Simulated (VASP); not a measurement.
Crystal: Be.

```xyz
2
Lattice="2.2858 0.0000 0.0000 -1.1429 1.9796 0.0000 0.0000 0.0000 3.5843" Properties=species:S:1:pos:R:3 pbc="T T T"
Be    0.0000    1.3197    0.8961
Be    1.1429    0.6599    2.6882
```

- Program: VASP 6.6.1
- Task: relaxation of cell and atoms
- Functional: PBE
- Dispersion: D3(BJ)
- Potentials or basis: VASP PAW PBE potentials, release 64 (Be)
- Cutoff: 600 eV
- k mesh: 21 × 21 × 12
- Occupations: gaussian, width 0.1 eV
- Spin: no spin polarisation

At the start: pressure -9.9 GPa; volume 8.11 Å³/atom.

Question: Where does the relaxation end?

Answer: Over 7 steps the energy falls by 22.2 meV/atom and the volume is 7.44 Å³/atom (-8.3 %); space group P6_3/mmc (No. 194, to 0.05 Å).

The path:
```csv
step,energy change (eV),largest force (eV/Å),pressure (GPa),volume (Å³)
1,0.0000,0.0000,-9.88,16.22
2,-0.0431,0.0000,-1.62,15.07
3,-0.0441,0.0000,-0.03,14.89
4,-0.0441,0.0000,0.20,14.86
5,-0.0443,0.0000,0.17,14.86
6,-0.0443,0.0000,0.17,14.86
7,-0.0444,0.0000,0.01,14.88
```

Final structure:
```
CELL_PARAMETERS angstrom
2.21517 0.00000 0.00000
-1.10758 1.91839 0.00000
0.00000 0.00000 3.50150
ATOMIC_POSITIONS crystal
Be 0.33333 0.66667 0.25000
Be 0.66667 0.33333 0.75000
```

Caveat: pairwise dispersion overbinds metals, which lowers pressure and volume.
